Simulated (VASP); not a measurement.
Method: r2SCAN meta-GGA, VASP's PBE PAW potentials (set 64) (plane waves; VASP).

VASP input:

### KPOINTS
```
Automatic mesh
0
Gamma
4 4 3
0 0 0
```

File POSCAR:
```
KNaSO4
1
    5.5666921493    -0.0000000000    -0.0000000000
   -2.7833460746     4.8208966559    -0.0000000000
   -0.0000000000    -0.0000000000     7.1372969124
K Na S O
2 2 2 8
Direct
  0.3333330000   0.6666670000   0.6628391927
  0.6666670000   0.3333330000   0.3371608073
  0.0000000000   0.0000000000   0.5000000000
  0.0000000000   0.0000000000   0.0000000000
  0.3333330000   0.6666670000   0.2168937900
  0.6666670000   0.3333330000   0.7831062100
  0.8112028060   0.6224066118   0.7091155938
  0.1887971940   0.3775933882   0.2908844062
  0.3775933882   0.1887971940   0.7091155938
  0.6224066118   0.8112028060   0.2908844062
  0.8112028060   0.1887971940   0.7091155938
  0.1887971940   0.8112028060   0.2908844062
  0.6666670000   0.3333330000   0.9864782266
  0.3333330000   0.6666670000   0.0135217734
```

INCAR:
```
SYSTEM = KNaSO4
PREC = Accurate; ENCUT = 520; LREAL = Auto
LASPH = .True.
EDIFF = 1E-6; NELM = 100; ALGO = Normal
LMIXTAU = .True.
ISMEAR = 0; SIGMA = 0.05
METAGGA = R2SCAN
IBRION = 2; NSW = 60; ISIF = 3
EDIFFG = -0.02
LWAVE = .False.; LCHARG = .False.
```

POTCAR, in this order: K_sv Na_pv S O (PBE.64 set). Program: vasp_std.

The run wrote:

**OSZICAR**
```
...
DAV:   4    -0.147148872497E+03   -0.51162E+01   -0.50875E+01  1380   0.382E+01
DAV:   5    -0.147483285763E+03   -0.33441E+00   -0.33400E+00  1796   0.722E+00    0.624E+01
DAV:   6    -0.121371576994E+03    0.26112E+02   -0.34324E+01  1268   0.294E+01    0.386E+01
DAV:   7    -0.109778657115E+03    0.11593E+02   -0.89739E+00  1468   0.172E+01    0.416E+00
DAV:   8    -0.119629345016E+03   -0.98507E+01   -0.45369E+00  1124   0.117E+01    0.302E+00
DAV:   9    -0.108709179370E+03    0.10920E+02   -0.23785E+00  1124   0.711E+00    0.126E+00
DAV:  10    -0.110161852461E+03   -0.14527E+01   -0.48523E-01  1088   0.401E+00    0.769E-01
DAV:  11    -0.110668633005E+03   -0.50678E+00   -0.11325E-01  1244   0.185E+00    0.409E-01
DAV:  12    -0.110928740043E+03   -0.26011E+00   -0.11349E-01  1088   0.263E+00    0.122E-01
DAV:  13    -0.110869177953E+03    0.59562E-01   -0.30624E-02  1340   0.117E+00    0.144E-01
DAV:  14    -0.110852685639E+03    0.16492E-01   -0.13895E-02  1102   0.878E-01    0.914E-02
DAV:  15    -0.110869477305E+03   -0.16792E-01   -0.10785E-02  1102   0.793E-01    0.659E-02
DAV:  16    -0.110869920019E+03   -0.44271E-03   -0.30326E-03  1164   0.407E-01    0.219E-02
DAV:  17    -0.110871230701E+03   -0.13107E-02   -0.27225E-04  1172   0.104E-01    0.182E-02
DAV:  18    -0.110871121357E+03    0.10934E-03   -0.50368E-05  1596   0.389E-02    0.912E-03
DAV:  19    -0.110871640212E+03   -0.51885E-03   -0.38372E-04  1117   0.134E-01    0.105E-02
DAV:  20    -0.110871662529E+03   -0.22318E-04   -0.10645E-05  1300   0.220E-02    0.536E-03
DAV:  21    -0.110871660152E+03    0.23775E-05   -0.17884E-06   909   0.106E-02    0.425E-03
DAV:  22    -0.110871674792E+03   -0.14640E-04   -0.22702E-06   788   0.114E-02    0.191E-03
DAV:  23    -0.110871684069E+03   -0.92775E-05   -0.55919E-06  1060   0.165E-02    0.153E-03
DAV:  24    -0.110871683907E+03    0.16207E-06   -0.14762E-07   876   0.305E-03
   1 F= -.11087168E+03 E0= -.11087168E+03  d E =-.110872E+03
       N       E                     dE             d eps       ncg     rms          rms(c)
DAV:   1    -0.110871957335E+03   -0.27327E-03   -0.23974E-01  1060   0.257E+00    0.619E-01
DAV:   2    -0.110871476764E+03    0.48057E-03   -0.84146E-03  1276   0.498E-01    0.242E-01
DAV:   3    -0.110871500038E+03   -0.23274E-04   -0.13475E-03  1228   0.211E-01    0.121E-01
DAV:   4    -0.110871308357E+03    0.19168E-03   -0.52000E-04  1116   0.145E-01    0.588E-02
DAV:   5    -0.110871406490E+03   -0.98132E-04   -0.31239E-04  1102   0.129E-01    0.110E-02
DAV:   6    -0.110871463521E+03   -0.57031E-04   -0.14231E-04  1102   0.867E-02    0.191E-02
DAV:   7    -0.110871532785E+03   -0.69264E-04   -0.36531E-05  1164   0.370E-02    0.722E-03
DAV:   8    -0.110871530116E+03    0.26687E-05   -0.38380E-06  1165   0.131E-02    0.893E-03
DAV:   9    -0.110871531319E+03   -0.12023E-05   -0.14915E-06   844   0.745E-03    0.582E-03
DAV:  10    -0.110871532226E+03   -0.90792E-06   -0.17847E-06   742   0.975E-03
   2 F= -.11087153E+03 E0= -.11087153E+03  d E =0.151681E-03
       N       E                     dE             d eps       ncg     rms          rms(c)
DAV:   1    -0.110872141090E+03   -0.60977E-03   -0.71645E-02  1060   0.140E+00    0.335E-01
DAV:   2    -0.110872000284E+03    0.14081E-03   -0.25365E-03  1276   0.272E-01    0.132E-01
DAV:   3    -0.110872003330E+03   -0.30463E-05   -0.39554E-04  1228   0.114E-01    0.679E-02
DAV:   4    -0.110871936556E+03    0.66774E-04   -0.15225E-04  1116   0.780E-02    0.339E-02
DAV:   5    -0.110871976554E+03   -0.39998E-04   -0.89018E-05  1102   0.687E-02    0.665E-03
DAV:   6    -0.110871973792E+03    0.27623E-05   -0.44218E-05  1102   0.484E-02    0.112E-02
DAV:   7    -0.110872002850E+03   -0.29058E-04   -0.12538E-05  1132   0.217E-02    0.422E-03
DAV:   8    -0.110872001082E+03    0.17680E-05   -0.10938E-06   885   0.732E-03    0.483E-03
DAV:   9    -0.110872002436E+03   -0.13541E-05   -0.81450E-07   734   0.594E-03    0.320E-03
DAV:  10    -0.110872003105E+03   -0.66945E-06   -0.79461E-07   742   0.649E-03
   3 F= -.11087200E+03 E0= -.11087200E+03  d E =-.319198E-03
       N       E                     dE             d eps       ncg     rms          rms(c)
DAV:   1    -0.110871698488E+03    0.30395E-03   -0.66713E-02  1056   0.131E+00    0.195E-01
DAV:   2    -0.110871691356E+03    0.71321E-05   -0.29819E-03  1292   0.322E-01    0.104E-01
DAV:   3    -0.110871595477E+03    0.95879E-04   -0.37713E-04  1300   0.118E-01    0.529E-02
DAV:   4    -0.110871575123E+03    0.20354E-04   -0.18540E-04  1109   0.948E-02    0.226E-02
DAV:   5    -0.110871625328E+03   -0.50205E-04   -0.70522E-05  1116   0.647E-02    0.104E-02
DAV:   6    -0.110871606375E+03    0.18953E-04   -0.47026E-05  1125   0.519E-02    0.724E-03
DAV:   7    -0.110871653410E+03   -0.47035E-04   -0.19040E-05  1116   0.321E-02    0.244E-03
DAV:   8    -0.110871654371E+03   -0.96119E-06   -0.14530E-06   900   0.795E-03
   4 F= -.11087165E+03 E0= -.11087165E+03  d E =0.348734E-03
       N       E                     dE             d eps       ncg     rms          rms(c)
DAV:   1    -0.110872105620E+03   -0.45221E-03   -0.33060E-02  1028   0.923E-01    0.138E-01
DAV:   2    -0.110872094636E+03    0.10984E-04   -0.14940E-03  1284   0.227E-01    0.736E-02
DAV:   3    -0.110872065514E+03    0.29123E-04   -0.19410E-04  1276   0.865E-02    0.366E-02
DAV:   4    -0.110872016364E+03    0.49149E-04   -0.10555E-04  1132   0.720E-02    0.158E-02
DAV:   5    -0.110872083649E+03   -0.67285E-04   -0.36448E-05  1116   0.464E-02    0.784E-03
DAV:   6    -0.110872036351E+03    0.47298E-04   -0.24244E-05  1124   0.373E-02    0.543E-03
DAV:   7    -0.110872084822E+03   -0.48471E-04   -0.11105E-05  1116   0.247E-02    0.156E-03
DAV:   8    -0.110872082480E+03    0.23418E-05   -0.74778E-07   884   0.570E-03    0.142E-03
DAV:   9    -0.110872082958E+03   -0.47840E-06   -0.17749E-07   732   0.278E-03
   5 F= -.11087208E+03 E0= -.11087208E+03  d E =-.798532E-04
       N       E                     dE             d eps       ncg     rms          rms(c)
DAV:   1    -0.110872103089E+03   -0.20609E-04   -0.15150E-02  1060   0.656E-01    0.141E-01
DAV:   2    -0.110872108888E+03   -0.57993E-05   -0.62065E-04  1236   0.138E-01    0.646E-02
DAV:   3    -0.110872088396E+03    0.20493E-04   -0.86415E-05  1174   0.552E-02    0.285E-02
DAV:   4    -0.110872106650E+03   -0.18254E-04   -0.24542E-05  1102   0.339E-02    0.136E-02
DAV:   5    -0.110872079545E+03    0.27105E-04   -0.17659E-05  1124   0.296E-02    0.566E-03
DAV:   6    -0.110872107914E+03   -0.28369E-04   -0.90824E-06  1109   0.216E-02    0.264E-03
DAV:   7    -0.110872102951E+03    0.49627E-05   -0.82726E-07   900   0.668E-03    0.128E-03
DAV:   8    -0.110872105256E+03   -0.23047E-05   -0.16035E-07   764   0.273E-03    0.520E-04
DAV:   9    -0.110872102659E+03    0.25964E-05   -0.99626E-08   670   0.259E-03    0.194E-04
DAV:  10    -0.110872104313E+03   -0.16540E-05   -0.48011E-08   663   0.157E-03    0.151E-04
DAV:  11    -0.110872103824E+03    0.48883E-06   -0.14636E-08   663   0.780E-04
   6 F= -.11087210E+03 E0= -.11087210E+03  d E =-.208659E-04
       N       E                     dE             d eps       ncg     rms          rms(c)
DAV:   1    -0.110872118501E+03   -0.14188E-04   -0.22984E-03  1074   0.255E-01    0.551E-02
DAV:   2    -0.110872115453E+03    0.30484E-05   -0.93981E-05  1236   0.536E-02    0.251E-02
DAV:   3    -0.110872120926E+03   -0.54734E-05   -0.13022E-05  1188   0.215E-02    0.109E-02
DAV:   4    -0.110872113568E+03    0.73588E-05   -0.35336E-06  1044   0.130E-02    0.518E-03
DAV:   5    -0.110872121004E+03   -0.74367E-05   -0.23951E-06   796   0.111E-02    0.154E-03
DAV:   6    -0.110872115265E+03    0.57397E-05   -0.14041E-06   756   0.859E-03    0.838E-04
DAV:   7    -0.110872118727E+03   -0.34628E-05   -0.16216E-07   788   0.300E-03    0.394E-04
DAV:   8    -0.110872118457E+03    0.27037E-06   -0.24485E-08   670   0.103E-03
   7 F= -.11087212E+03 E0= -.11087212E+03  d E =-.354986E-04
```

**OUTCAR**
```
------------------------ aborting loop because EDIFF is reached ----------------------------------------
  FORCE on cell =-STRESS in cart. coord.  units (eV):
  Direction    XX          YY          ZZ          XY          YZ          ZX
  --------------------------------------------------------------------------------------
  Total       -0.0327036     -0.0327036     -0.0137538     -0.0000000      0.0000000     -0.0000000
  in kB       -0.2735507     -0.2735507     -0.1150439     -0.0000000      0.0000000     -0.0000000
  external PRESSURE =      -0.2207151 kB  Pullay stress =       0.0000000 kB
  volume of cell :      191.54
      direct lattice vectors                 reciprocal lattice vectors
     5.568743070  0.000000000 -0.000000000     0.179573736  0.103676948 -0.000000000
    -2.784371535  4.822672805  0.000000000    -0.000000000  0.207353897 -0.000000000
     0.000000000  0.000000000  7.132194705     0.000000000 -0.000000000  0.140209296
 POSITION                                       TOTAL-FORCE (eV/Angst)
 -----------------------------------------------------------------------------------
     -0.00000      3.21512      4.72538         0.000000     -0.000000     -0.013077
      2.78437      1.60756      2.40682         0.000000      0.000000      0.013077
      0.00000      0.00000      3.56610         0.000000      0.000000      0.000000
     -0.00000      0.00000      0.00000         0.000000      0.000000      0.000000
     -0.00000      3.21512      1.54802         0.000000     -0.000000      0.003155
      2.78437      1.60756      5.58418         0.000000      0.000000     -0.003155
      2.78437      3.00209      5.05817        -0.000000     -0.013862     -0.000318
      0.00000      1.82059      2.07402         0.000000      0.013862      0.000318
      1.57667      0.91030      5.05817         0.012005      0.006931     -0.000318
      1.20770      3.91238      2.07402        -0.012005     -0.006931      0.000318
      3.99206      0.91030      5.05817        -0.012005      0.006931     -0.000318
     -1.20769      3.91238      2.07402         0.012005     -0.006931      0.000318
      2.78437      1.60756      7.03455         0.000000     -0.000000      0.006211
     -0.00000      3.21512      0.09764         0.000000      0.000000     -0.006211
 -----------------------------------------------------------------------------------
    total drift:                                0.000000     -0.000000      0.000000
  FREE ENERGIE OF THE ION-ELECTRON SYSTEM (eV)
  ---------------------------------------------------
  free  energy   TOTEN  =      -110.8721184570 eV

  energy  without entropy=     -110.8721184570  energy(sigma->0) =     -110.87211846

 reached required accuracy - stopping structural energy minimisation
```
(Selected blocks of OUTCAR.)

### CONTCAR
```
KNaSO4
   1.00000000000000
     5.5687430703313670    0.0000000000000213   -0.0000000000000000
    -2.7843715351156475    4.8226728054369392    0.0000000000000000
     0.0000000000000000    0.0000000000000000    7.1321947052262251
  K               Na              S               O
     2     2     2     8
Direct
     0.3333330000000032    0.6666669999999968    0.6625417692294466
     0.6666669999999968    0.3333330000000032    0.3374582307705534
     0.0000000000000000    0.0000000000000000    0.5000000000000000
     0.0000000000000000    0.0000000000000000    0.0000000000000000
     0.3333330000000032    0.6666669999999968    0.2170462982301376
     0.6666669999999968    0.3333330000000032    0.7829537017698625
     0.8112466106464690    0.6224942210929457    0.7092029399831311
     0.1887533893535312    0.3775057789070543    0.2907970600168689
     0.3775057789070524    0.1887533893535312    0.7092029399831311
     0.6224942210929476    0.8112466106464690    0.2907970600168689
     0.8112466106464707    0.1887533893535312    0.7092029399831311
     0.1887533893535294    0.8112466106464690    0.2907970600168689
     0.6666669999999968    0.3333330000000032    0.9863094112911440
     0.3333330000000032    0.6666669999999968    0.0136905887088560
```

The structure comes from a computed database's KNaSO4 entry (P-3m1); how it stands against other phases isn't given here. This run relaxes it. Symmetry was kept, so distortions that lower it aren't found. The start is the result of an earlier pass.
